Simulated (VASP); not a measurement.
Calculation: PBEsol GGA, VASP's PBE PAW potentials (set 64) (plane waves; VASP).

Input for VASP

INCAR:
```
ALGO = Normal
EDIFF = 1E-7
ENCUT = 400
GGA = PS
ICHARG = 11
ISMEAR = 0
LASPH = .TRUE.
LCHARG = .FALSE.
LORBIT = 11
LREAL = .FALSE.
LWAVE = .FALSE.
NELM = 100
PREC = Accurate
SIGMA = 0.05
SYSTEM = MgS
```

File KPOINTS:
```
k-points along high-symmetry lines
10
Line-mode
Reciprocal
  0.000000   0.000000   0.000000 ! GAMMA
  0.500000   0.000000   0.000000 ! M

  0.500000   0.000000   0.000000 ! M
  0.333333   0.333333   0.000000 ! K

  0.333333   0.333333   0.000000 ! K
  0.000000   0.000000   0.000000 ! GAMMA

  0.000000   0.000000   0.000000 ! GAMMA
  0.000000   0.000000   0.500000 ! A

  0.000000   0.000000   0.500000 ! A
  0.500000   0.000000   0.500000 ! L

  0.500000   0.000000   0.500000 ! L
  0.333333   0.333333   0.500000 ! H

  0.333333   0.333333   0.500000 ! H
  0.000000   0.000000   0.500000 ! A

  0.500000   0.000000   0.500000 ! L
  0.500000   0.000000   0.000000 ! M

  0.333333   0.333333   0.500000 ! H
  0.333333   0.333333   0.000000 ! K
```

File POSCAR:
```
MgS
4.0225140
  1.0000000086   0.0000000000   0.0000000000
 -0.5000000043   0.8660254283   0.0000000000
  0.0000000000   0.0000000000   1.5995542612
Mg S
2 2
Cart
 -0.0000005000   0.5773505742   1.5946734949
  0.5000005043   0.2886748541   0.7948963643
 -0.0000005000   0.5773505742   0.6047136143
  0.5000005043   0.2886748541   1.4044907448
```

POTCAR, in this order: Mg S (PBE.64 set). Program: vasp_std. Read from the step before: CHGCAR.

Output of the run:

**OSZICAR**
```
       N       E                     dE             d eps       ncg     rms          rms(c)
DAV:   1     0.549675741756E+02    0.54968E+02   -0.52480E+03  2160   0.866E+02
DAV:   2    -0.125917288345E+02   -0.67559E+02   -0.62381E+02  3224   0.149E+02
DAV:   3    -0.173285941633E+02   -0.47369E+01   -0.47170E+01  2748   0.442E+01
DAV:   4    -0.173934677964E+02   -0.64874E-01   -0.64839E-01  2620   0.650E+00
DAV:   5    -0.173947893168E+02   -0.13215E-02   -0.13210E-02  2748   0.903E-01
DAV:   6    -0.173948287702E+02   -0.39453E-04   -0.39450E-04  2600   0.167E-01
DAV:   7    -0.173948301297E+02   -0.13595E-05   -0.13594E-05  2700   0.290E-02
DAV:   8    -0.173948301810E+02   -0.51306E-07   -0.51317E-07  2632   0.581E-03
   1 F= -.17394830E+02 E0= -.17394830E+02  d E =-.537918E-15
```

**OUTCAR**
```
 val. band max:        1.1452183906   @ k =   0.0000   0.0000   0.0000

 cond. band min:       4.4698262539   @ k =   0.0000   0.0000   0.0000



 k-point     1 :       0.0000    0.0000    0.0000
  band No.  band energies     occupation
      1     -10.2599      2.00000
      2      -9.5125      2.00000
      3      -2.1399      2.00000
      4       0.6009      2.00000
      5       0.6010      2.00000
      6       1.0226      2.00000
      7       1.0226      2.00000
      8       1.1452      2.00000
      9       4.4698      0.00000
     10       5.7679      0.00000
     11       8.5887      0.00000
     12       8.5887      0.00000

 k-point     2 :       0.0556    0.0000    0.0000
  band No.  band energies     occupation
      1     -10.2441      2.00000
      2      -9.5044      2.00000
      3      -2.1152      2.00000
      4       0.4953      2.00000
      5       0.5726      2.00000
      6       0.9005      2.00000
      7       1.0163      2.00000
      8       1.1336      2.00000
      9       4.6125      0.00000
     10       5.8888      0.00000
     11       8.4644      0.00000
     12       8.6604      0.00000

 k-point     3 :       0.1111    0.0000    0.0000
  band No.  band energies     occupation
      1     -10.1975      2.00000
      2      -9.4812      2.00000
      3      -2.0417      2.00000
      4       0.2095      2.00000
      5       0.4961      2.00000
      6       0.5964      2.00000
      7       0.9948      2.00000
      8       1.0966      2.00000
      9       4.9743      0.00000
     10       6.1980      0.00000
     11       8.2004      0.00000
     12       8.8689      0.00000

 k-point     4 :       0.1667    0.0000    0.0000
  band No.  band energies     occupation
      1     -10.1233      2.00000
      2      -9.4465      2.00000
      3      -1.9222      2.00000
      4      -0.1851      2.00000
      5       0.2134      2.00000
      6       0.3893      2.00000
      7       0.9559      2.00000
...
```

The density is held fixed in this step, so its total energy and stress have no physical meaning.

The structure was generated: MgS was put into the wurtzite type (P6_3mc), which need not be its known phase. It was relaxed first.
